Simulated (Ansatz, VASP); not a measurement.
# Si7Mo6S12O14 (amorphous SiO2 against MoS2, 6.0 A) in two plane-wave programs, part 2 of 2

Wanted: the spread between two codes on one cell, functional and k mesh. Of the first pair: The structure shown is the start of the Ansatz relaxation below; VASP solves that cell, so the two are compared at the walk's first step.

VASP 6.6.1 and Ansatz 0.2.0.

So far: The starting structure; Ansatz: relaxation, PBE with D3(BJ).

### 3. VASP: single point, PBE with D3(BJ), start cell, pair 1

Level of this step: PBE with D3(BJ), no spin polarisation; plane waves and PAW (Mo_sv, S, Si, O) (VASP).

The same cell, functional, mesh and smearing now go to VASP, with its own data sets.

Lines of VASP's logs that name or quote its potential files are left out, and so is its time.

INCAR

```
SYSTEM = Si7Mo6S12O14
PREC = Accurate
ENCUT = 520
EDIFF = 1E-06
NELM = 120
ISMEAR = -1
SIGMA = 0.025
LREAL = Auto
ALGO = Normal
GGA = PE
IVDW = 12
NBANDS = 328
LASPH = .TRUE.
LORBIT = 11
LWAVE = .FALSE.
LCHARG = .FALSE.
ISIF = 2
GGA_COMPAT = .FALSE.
EFERMI = MIDGAP
NCORE = 2
```

POSCAR

```
Si7Mo6S12O14
1.0
    9.5400000000      0.0000000000      0.0000000000
    0.0000000000     11.0158400000      0.0000000000
    0.0000000000      0.0000000000     13.2593700000
Mo S Si O
12 24 14 28
Direct
    0.9924318658      0.9909729989      0.1911176775
    0.1582704403      0.2399181542      0.1889833378
    0.9924318658      0.4913106944      0.1994363231
    0.1589937107      0.7415685050      0.1939081570
    0.3255136268      0.9912090226      0.1899788602
    0.4927568134      0.2408622493      0.1925883356
    0.3265094340      0.4915013290      0.1947905519
    0.4927044025      0.7408513559      0.1948885958
    0.6594234801      0.9910637773      0.1919774469
    0.8265094340      0.2406897704      0.1923092877
    0.6586477987      0.4921186219      0.2005600568
    0.8255345912      0.7416411277      0.1991874425
    0.1591823899      0.0738935932      0.3076616762
    0.1583647799      0.0731492106      0.0714211912
    0.9944129979      0.3195398626      0.3099393108
    0.9910587002      0.3291260585      0.0758482492
    0.1620125786      0.5764426499      0.3127674995
    0.1570859539      0.5728478264      0.0786613542
    0.9950524109      0.8279168906      0.3121189016
    0.9896331237      0.8219527517      0.0765798073
    0.4917819706      0.0739299046      0.3086496568
    0.4933647799      0.0750374007      0.0734273197
    0.3234171908      0.3215642203      0.3070432456
    0.3267819706      0.3260668274      0.0748979778
    0.4893291405      0.5759978358      0.3146680423
    0.4954297694      0.5737192988      0.0785105175
    0.3254192872      0.8268910950      0.3106633271
    0.3264675052      0.8223794100      0.0752222768
    0.8262997904      0.0737574257      0.3101806496
    0.8257023061      0.0749466223      0.0742418380
    0.6613731656      0.3197758864      0.3108518731
    0.6588469602      0.3294074714      0.0794683307
    0.8250943396      0.5749811181      0.3257168327
    0.8252515723      0.5744909149      0.0833825438
    0.6565618449      0.8276627112      0.3127297903
    0.6613731656      0.8219981409      0.0773566165
    0.8286477987      0.5668473761      0.5101675268
    0.0469077568      0.3670260280      0.5859177321
    0.6307023061      0.5946800244      0.6776867981
    0.1227463312      0.7380644599      0.7334963878
    0.6283962264      0.9738431205      0.7107124999
    0.3542872117      0.0369286409      0.6136415229
    0.6475157233      0.3368422199      0.7831895482
    0.1500000000      0.5308628303      0.7430368109
    0.8067610063      0.1717435983      0.7843887002
    0.4116037736      0.8007287688      0.6950405638
    0.1071383648      0.1583901001      0.7140082824
    0.3475786164      0.3320581998      0.7624872072
    0.8409119497      0.7841435605      0.6468406870
    0.3478930818      0.2959011750      0.5295877557
    0.9703773585      0.1297676800      0.7848035012
    0.4584276730      0.3471455649      0.4517409198
    0.9284800839      0.4478278552      0.5235995375
    0.0294549266      0.2226702639      0.6151800576
    0.7536268344      0.6877913986      0.7169194313
    0.1725995807      0.6324075150      0.6500610512
    0.3305450734      0.1428669988      0.5284715639
    0.7617295597      0.2794339787      0.8681030848
    0.7262054507      0.2531990298      0.6928986822
    0.3977463312      0.3278823948      0.6460487942
    0.8804192872      0.7043675289      0.5428387623
    0.2689098532      0.8044416041      0.7643726663
    0.2070545073      0.0442362997      0.6808468276
    0.2895702306      0.4684708565      0.7903995439
    0.6375681342      0.4800904879      0.7548171595
    0.7186582809      0.0451440834      0.7960182120
    0.3724947589      0.8868865198      0.5948925175
    0.0440041929      0.4295360136      0.6987963983
    0.2158176101      0.2405626806      0.7817490575
    0.6764675052      0.5459501954      0.5639408207
    0.5121698113      0.0670307484      0.6610495069
    0.1927044025      0.3692410202      0.5231470273
    0.4792348008      0.6657140990      0.6698131208
    0.7435010482      0.9064038693      0.6330165008
    0.5333228512      0.8675688826      0.7624872072
    0.0801677149      0.6336330230      0.8201370050
    0.9907127883      0.8219436738      0.6989396932
    0.4905241090      0.3006761173      0.8252503701
```

KPOINTS

```
Automatic mesh
0
Gamma
1 1 1
0 0 0
```

PAW data sets: Mo_sv, S, Si and O (PBE family, release 64).

Launch:

```
$ mpirun -np 8 vasp_gam
```

Numbers of over 12 decimals in the logs are rounded to 6 here.

The program printed:

```text
[banner, memory and clock lines left out]
running    8 mpi-ranks, on    1 nodes
[...]
LDA part: xc-table for (Slater+PW92), standard interpolation
 POSCAR, INCAR and KPOINTS ok, starting setup
[...]
entering main loop
       N       E                     dE             d eps       ncg     rms          rms(c)
DAV:   1     0.584510216387E+04    0.58451E+04   -0.32466E+05   720   0.160E+03
DAV:   2    -0.997365470470E+02   -0.59448E+04   -0.57381E+04   776   0.409E+02
DAV:   3    -0.628837046381E+03   -0.52910E+03   -0.52130E+03   800   0.117E+02
DAV:   4    -0.644416823743E+03   -0.15580E+02   -0.15471E+02   776   0.206E+01
[...]
DAV:  19    -0.582213773038E+03    0.61966E-05   -0.29348E-05   768   0.171E-02    0.123E-02
DAV:  20    -0.582213769258E+03    0.37803E-05   -0.80981E-06   704   0.944E-03    0.588E-03
DAV:  21    -0.582213768668E+03    0.58975E-06   -0.19204E-06   488   0.430E-03
   1 F= -.60039774E+03 E0= -.60039774E+03  d E =-.226169E-07
```

Parts of OUTCAR (step 3):

```text
  FREE ENERGIE OF THE ION-ELECTRON SYSTEM (eV)
  ---------------------------------------------------
  free  energy   TOTEN  =      -600.3977440373 eV

  energy  without entropy=     -600.3977440147  energy(sigma->0) =     -600.39774403

[... 1 further part left out ...]
```

This run has no spin polarisation, so a moment on Mo, if there is one, isn't seen.

### 4. Comparison

Known differences besides the potentials themselves: the cutoff is 420 eV in Ansatz and 520 eV in VASP (PREC = Accurate, projectors in real space). Total energies have different zeros and are not compared.

Forces on 8 of the 78 atoms, those with the largest forces and the largest differences (eV/Å; atoms numbered as in POSCAR):

| atom | Ansatz x, y, z | VASP x, y, z |
| --- | --- | --- |
| Si37 | -0.035, -0.141, -0.381 | -0.025, -0.163, -0.513 |
| Si38 | 0.293, -0.115, -0.224 | 0.217, -0.087, -0.286 |
| Si40 | 0.044, 0.118, -0.004 | 0.024, 0.217, 0.016 |
| Si44 | 0.067, -0.339, 0.034 | 0.075, -0.377, 0.076 |
| Si48 | 0.092, -0.088, -0.353 | 0.107, -0.092, -0.299 |
| Si50 | 0.875, 0.431, -0.269 | 0.840, 0.411, -0.259 |
| O52 | -0.133, -0.094, 0.652 | -0.046, -0.053, 0.574 |
| O70 | 0.271, 0.097, -0.341 | 0.238, 0.101, -0.318 |

The forces differ by 25 meV/Å r.m.s., which is 18.8 % of the r.m.s. force of 0.133 eV/Å (both taken over all components).

### 5. Ansatz: relaxation, PBE with D3(BJ)

This run makes the geometry at which the two programs are then compared. The cell compared in this pair holds 1316.56 Å³, against 1393.44 Å³ for the pair before.

The structure compared here is the end of the Ansatz relaxation.

input.yaml

```yaml
crystal:
  lattice:
    - [9.54, 0.0, 0.0]
    - [0.0, 11.01584, 0.0]
    - [0.0, 0.0, 13.25937]
  atoms:
    - { symbol: Mo, position: [0.99243, 0.99097, 0.19112] }
    - { symbol: S, position: [0.15918, 0.07389, 0.30766] }
    - { symbol: S, position: [0.15836, 0.07315, 0.07142] }
    - { symbol: Mo, position: [0.15827, 0.23992, 0.18898] }
    - { symbol: S, position: [0.99441, 0.31954, 0.30994] }
    - { symbol: S, position: [0.99106, 0.32913, 0.07585] }
    - { symbol: Mo, position: [0.99243, 0.49131, 0.19944] }
    - { symbol: S, position: [0.16201, 0.57644, 0.31277] }
    - { symbol: S, position: [0.15709, 0.57285, 0.07866] }
    - { symbol: Mo, position: [0.15899, 0.74157, 0.19391] }
    - { symbol: S, position: [0.99505, 0.82792, 0.31212] }
    - { symbol: S, position: [0.98963, 0.82195, 0.07658] }
    - { symbol: Mo, position: [0.32551, 0.99121, 0.18998] }
    - { symbol: S, position: [0.49178, 0.07393, 0.30865] }
    - { symbol: S, position: [0.49336, 0.07504, 0.07343] }
    - { symbol: Mo, position: [0.49276, 0.24086, 0.19259] }
    - { symbol: S, position: [0.32342, 0.32156, 0.30704] }
    - { symbol: S, position: [0.32678, 0.32607, 0.0749] }
    - { symbol: Mo, position: [0.32651, 0.4915, 0.19479] }
    - { symbol: S, position: [0.48933, 0.576, 0.31467] }
    - { symbol: S, position: [0.49543, 0.57372, 0.07851] }
    - { symbol: Mo, position: [0.4927, 0.74085, 0.19489] }
    - { symbol: S, position: [0.32542, 0.82689, 0.31066] }
    - { symbol: S, position: [0.32647, 0.82238, 0.07522] }
    - { symbol: Mo, position: [0.65942, 0.99106, 0.19198] }
    - { symbol: S, position: [0.8263, 0.07376, 0.31018] }
    - { symbol: S, position: [0.8257, 0.07495, 0.07424] }
    - { symbol: Mo, position: [0.82651, 0.24069, 0.19231] }
    - { symbol: S, position: [0.66137, 0.31978, 0.31085] }
    - { symbol: S, position: [0.65885, 0.32941, 0.07947] }
    - { symbol: Mo, position: [0.65865, 0.49212, 0.20056] }
    - { symbol: S, position: [0.82509, 0.57498, 0.32572] }
    - { symbol: S, position: [0.82525, 0.57449, 0.08338] }
    - { symbol: Mo, position: [0.82553, 0.74164, 0.19919] }
    - { symbol: S, position: [0.65656, 0.82766, 0.31273] }
    - { symbol: S, position: [0.66137, 0.822, 0.07736] }
    - { symbol: Si, position: [0.82865, 0.56685, 0.51017] }
    - { symbol: Si, position: [0.04691, 0.36703, 0.58592] }
    - { symbol: Si, position: [0.6307, 0.59468, 0.67769] }
    - { symbol: Si, position: [0.12275, 0.73806, 0.7335] }
    - { symbol: Si, position: [0.6284, 0.97384, 0.71071] }
    - { symbol: Si, position: [0.35429, 0.03693, 0.61364] }
    - { symbol: Si, position: [0.64752, 0.33684, 0.78319] }
    - { symbol: Si, position: [0.15, 0.53086, 0.74304] }
    - { symbol: Si, position: [0.80676, 0.17174, 0.78439] }
    - { symbol: Si, position: [0.4116, 0.80073, 0.69504] }
    - { symbol: Si, position: [0.10714, 0.15839, 0.71401] }
    - { symbol: Si, position: [0.34758, 0.33206, 0.76249] }
    - { symbol: Si, position: [0.84091, 0.78414, 0.64684] }
    - { symbol: Si, position: [0.34789, 0.2959, 0.52959] }
    - { symbol: O, position: [0.97038, 0.12977, 0.7848] }
    - { symbol: O, position: [0.45843, 0.34715, 0.45174] }
    - { symbol: O, position: [0.92848, 0.44783, 0.5236] }
    - { symbol: O, position: [0.02945, 0.22267, 0.61518] }
    - { symbol: O, position: [0.75363, 0.68779, 0.71692] }
    - { symbol: O, position: [0.1726, 0.63241, 0.65006] }
    - { symbol: O, position: [0.33054, 0.14287, 0.52847] }
    - { symbol: O, position: [0.76173, 0.27943, 0.8681] }
    - { symbol: O, position: [0.72621, 0.2532, 0.6929] }
    - { symbol: O, position: [0.39775, 0.32788, 0.64605] }
    - { symbol: O, position: [0.88042, 0.70437, 0.54284] }
    - { symbol: O, position: [0.26891, 0.80444, 0.76437] }
    - { symbol: O, position: [0.20705, 0.04424, 0.68085] }
    - { symbol: O, position: [0.28957, 0.46847, 0.7904] }
    - { symbol: O, position: [0.63757, 0.48009, 0.75482] }
    - { symbol: O, position: [0.71866, 0.04514, 0.79602] }
    - { symbol: O, position: [0.37249, 0.88689, 0.59489] }
    - { symbol: O, position: [0.044, 0.42954, 0.6988] }
    - { symbol: O, position: [0.21582, 0.24056, 0.78175] }
    - { symbol: O, position: [0.67647, 0.54595, 0.56394] }
    - { symbol: O, position: [0.51217, 0.06703, 0.66105] }
    - { symbol: O, position: [0.1927, 0.36924, 0.52315] }
    - { symbol: O, position: [0.47923, 0.66571, 0.66981] }
    - { symbol: O, position: [0.7435, 0.9064, 0.63302] }
    - { symbol: O, position: [0.53332, 0.86757, 0.76249] }
    - { symbol: O, position: [0.08017, 0.63363, 0.82014] }
    - { symbol: O, position: [0.99071, 0.82194, 0.69894] }
    - { symbol: O, position: [0.49052, 0.30068, 0.82525] }
kpoints:
  mp_grid: { grid: [1, 1, 1] }
hamiltonian:
  xc: pbe
  dispersion: d3bj
scf:
  occupations: { method: fermi_dirac, width: 0.025 }
output:
  forces: true
relax:
  f_tol: 0.08
  max_steps: 90
  cell: { fix: [a, b, alpha, beta, gamma] }
```

Launch:

```
$ ansatz run input.yaml --threads 4 --pin off --max-ram 8192MiB --backend cpu --events-out ev --progress --plain --runs-dir out
```

The program printed:

```text
[...]
Crystal: 78 atoms, lattice volume = 1393.442 Å³
Basis set: ecut = 420 eV, 27227 PW (Γ), exchange–correlation on 128×150×180 points (8 copies of the dense FFT grid, shifted against one another)
Bands: 346, of which v1, the nominal top of the filled ones, is band 268 counted from 1 (267 counted from 0)
Symmetry: 1 space group operations
[...]
k-points: 1
[...]
- { symbol: O, position: [0.938217, 0.459373, 0.523332] }
    - { symbol: O, position: [0.050161, 0.237655, 0.614595] }
    - { symbol: O, position: [0.760516, 0.699961, 0.717083] }
    - { symbol: O, position: [0.184565, 0.639842, 0.652803] }
    - { symbol: O, position: [0.342676, 0.163709, 0.519962] }
    - { symbol: O, position: [0.775900, 0.295530, 0.875306] }
[...]
- { symbol: O, position: [0.542005, 0.883928, 0.765688] }
    - { symbol: O, position: [0.090319, 0.651129, 0.830395] }
    - { symbol: O, position: [0.999694, 0.831363, 0.694354] }
    - { symbol: O, position: [0.502444, 0.313115, 0.840655] }
[key lines of the parts left out:]
P = ⅓ Tr σ = -1.3538 GPa (-13.538 kbar)
```

### 6. VASP: single point, PBE with D3(BJ), relaxed cell, pair 2

The same cell, functional, mesh and smearing now go to VASP, with its own data sets.

INCAR: that of step 3 with these lines changed.

```diff
@@ -2,3 +2,3 @@
 PREC = Accurate
-ENCUT = 520
+ENCUT = 600
 EDIFF = 1E-06
```

POSCAR

```
Si7Mo6S12O14
1.0
    9.5400000000      0.0000000000      0.0000000000
    0.0000000000     11.0158400000      0.0000000000
    0.0000000000      0.0000000000     12.5277830000
Mo S Si O
12 24 14 28
Direct
    0.9809900000      0.9749700000      0.1882200000
    0.1461000000      0.2231400000      0.1870200000
    0.9826800000      0.4736600000      0.1964900000
    0.1465700000      0.7246900000      0.1903300000
    0.3140300000      0.9742300000      0.1884500000
    0.4800500000      0.2237300000      0.1913700000
    0.3133900000      0.4751700000      0.1920100000
    0.4809000000      0.7242000000      0.1911500000
    0.6467500000      0.9749000000      0.1896600000
    0.8134700000      0.2255200000      0.1899500000
    0.6437000000      0.4731600000      0.1990700000
    0.8139800000      0.7282600000      0.1952500000
    0.1475500000      0.0572600000      0.3125400000
    0.1473300000      0.0562100000      0.0626400000
    0.9823300000      0.3027100000      0.3154600000
    0.9798700000      0.3112000000      0.0667700000
    0.1497300000      0.5594500000      0.3171900000
    0.1446700000      0.5558100000      0.0685800000
    0.9840900000      0.8122000000      0.3150600000
    0.9782400000      0.8060300000      0.0660800000
    0.4800700000      0.0559300000      0.3137800000
    0.4811000000      0.0577200000      0.0644400000
    0.3106000000      0.3048200000      0.3101400000
    0.3145600000      0.3083200000      0.0655500000
    0.4757400000      0.5579100000      0.3185300000
    0.4831700000      0.5557200000      0.0690600000
    0.3134100000      0.8081200000      0.3143600000
    0.3142600000      0.8054800000      0.0653300000
    0.8142800000      0.0577300000      0.3138700000
    0.8132700000      0.0588300000      0.0650900000
    0.6467300000      0.3024300000      0.3184000000
    0.6442100000      0.3109000000      0.0717700000
    0.8146000000      0.5608400000      0.3219500000
    0.8123700000      0.5568700000      0.0755200000
    0.6444700000      0.8104600000      0.3168800000
    0.6489700000      0.8063600000      0.0672100000
    0.8334600000      0.5728000000      0.5022400000
    0.0627500000      0.3826700000      0.5857600000
    0.6353800000      0.6077800000      0.6769800000
    0.1324800000      0.7506100000      0.7346300000
    0.6402900000      0.9876000000      0.7097500000
    0.3688600000      0.0565800000      0.6080500000
    0.6557400000      0.3507800000      0.7887900000
    0.1605300000      0.5427300000      0.7546900000
    0.8180400000      0.1862500000      0.7881800000
    0.4207200000      0.8182200000      0.6928600000
    0.1223900000      0.1743700000      0.7217100000
    0.3544100000      0.3443600000      0.7803100000
    0.8481800000      0.7940900000      0.6411400000
    0.3636800000      0.3177300000      0.5289700000
    0.9809800000      0.1423100000      0.7902600000
    0.4833300000      0.3767800000      0.4617900000
    0.9382200000      0.4593700000      0.5233300000
    0.0501600000      0.2376600000      0.6145900000
    0.7605200000      0.6999600000      0.7170800000
    0.1845700000      0.6398400000      0.6528000000
    0.3426800000      0.1637100000      0.5199600000
    0.7759000000      0.2955300000      0.8753100000
    0.7334100000      0.2671600000      0.6929000000
    0.3978000000      0.3385300000      0.6569500000
    0.8846200000      0.7119100000      0.5318100000
    0.2765000000      0.8214400000      0.7647100000
    0.2263700000      0.0636900000      0.6847800000
    0.2974600000      0.4817400000      0.8105900000
    0.6404600000      0.4947000000      0.7607100000
    0.7314400000      0.0583100000      0.7998600000
    0.3839900000      0.9057100000      0.5872900000
    0.0559500000      0.4400500000      0.7080900000
    0.2227200000      0.2531400000      0.8031500000
    0.6811900000      0.5562900000      0.5579100000
    0.5285400000      0.0827000000      0.6554400000
    0.2073500000      0.3911900000      0.5190000000
    0.4864100000      0.6821600000      0.6670600000
    0.7523900000      0.9172800000      0.6266200000
    0.5420100000      0.8839300000      0.7656900000
    0.0903200000      0.6511300000      0.8303900000
    0.9996900000      0.8313600000      0.6943500000
    0.5024400000      0.3131200000      0.8406500000
```

KPOINTS is that of step 3.

Launch:

```
$ mpirun -np 8 vasp_gam
```

The program printed:

```text
[... set-up lines as in an earlier step ...]
 entering main loop
       N       E                     dE             d eps       ncg     rms          rms(c)
DAV:   1     0.642556492397E+04    0.64256E+04   -0.34919E+05   696   0.180E+03
DAV:   2    -0.651993098990E+02   -0.64908E+04   -0.62633E+04   784   0.439E+02
DAV:   3    -0.628258954371E+03   -0.56306E+03   -0.55525E+03   792   0.125E+02
DAV:   4    -0.644285478032E+03   -0.16027E+02   -0.15906E+02   784   0.215E+01
[...]
DAV:  19    -0.582128082660E+03    0.41049E-05   -0.17489E-05   752   0.147E-02    0.114E-02
DAV:  20    -0.582128079691E+03    0.29692E-05   -0.62173E-06   696   0.904E-03    0.566E-03
DAV:  21    -0.582128078876E+03    0.81443E-06   -0.16110E-06   464   0.467E-03
   1 F= -.60115100E+03 E0= -.60115100E+03  d E =-.370466E-11
```

Parts of OUTCAR (step 6):

```text
  FREE ENERGIE OF THE ION-ELECTRON SYSTEM (eV)
  ---------------------------------------------------
  free  energy   TOTEN  =      -601.1510029034 eV

  energy  without entropy=     -601.1510029034  energy(sigma->0) =     -601.15100290

[... 1 part as in an earlier step ...]
```

The run ends at a pressure of -1.42 GPa, with forces up to 0.16 eV/Å.

### 7. Side by side

What differs besides the data sets and the points named for the pairs above, as far as they apply: the cutoff is 420 eV in Ansatz and 600 eV in VASP (PREC = Accurate, projectors in real space). Total energies have different zeros and are not compared.

Compared:

```
              quantity  Ansatz   VASP  difference
        pressure (GPa)   -1.35  -1.42       +0.06
gap on the k mesh (eV)   1.375  1.385      -0.011
```

Forces on 7 of the 78 atoms, those with the largest forces and the largest differences (eV/Å; atoms numbered as in POSCAR):

```csv
atom,"Ansatz x, y, z","VASP x, y, z"
Si37,"0.008, -0.001, -0.010","0.024, -0.039, -0.151"
Si38,"-0.007, -0.004, 0.008","-0.091, 0.028, -0.045"
Si40,"-0.007, -0.002, -0.002","-0.037, 0.105, 0.013"
O52,"-0.015, -0.006, 0.015","0.074, 0.041, -0.054"
O56,"0.007, 0.002, 0.002","0.033, -0.013, -0.085"
O59,"-0.004, -0.003, -0.005","-0.001, -0.003, -0.087"
O76,"-0.006, -0.001, -0.002","-0.049, 0.000, 0.076"
```

The forces differ by 25 meV/Å r.m.s., where the r.m.s. force is 0.008 eV/Å in Ansatz and 0.026 eV/Å in VASP: the atoms lie near their places of rest in Ansatz, so a percentage would say little (all taken over all components). A gap on the mesh is an upper bound, since the band edges may lie between its points.

### 8. Results

| Item | Value |
| --- | --- |
| r.m.s. force difference (single point, PBE with D3(BJ), start cell, pair 1) | 25 meV/Å |
| r.m.s. force difference (single point, PBE with D3(BJ), relaxed cell, pair 2) | 25 meV/Å |

**Reading.** The r.m.s. force difference is 25 meV/Å (single point, PBE with D3(BJ), relaxed cell, pair 2), beyond the 12 meV/Å picked in this series as the mark of a large difference. What causes the difference of the single point, PBE with D3(BJ), start cell, pair 1 pair stays open here. What causes the difference of the single point, PBE with D3(BJ), relaxed cell, pair 2 pair stays open here. How closely two codes agree says nothing of how well the functional describes the real material.

[Lines on the potential files, build, host, timing and source positions are cut from VASP's logs without a mark.]

[Logs are printed without paths, hosts, clocks, repeated set-up lines and the standing remarks that a program may print on its own settings, such as how far it seeks lower states.]

[Hosts, paths, dates, database ids (printed as entryN), source tags and the programs' standing remarks are cut or masked in the printed files.]
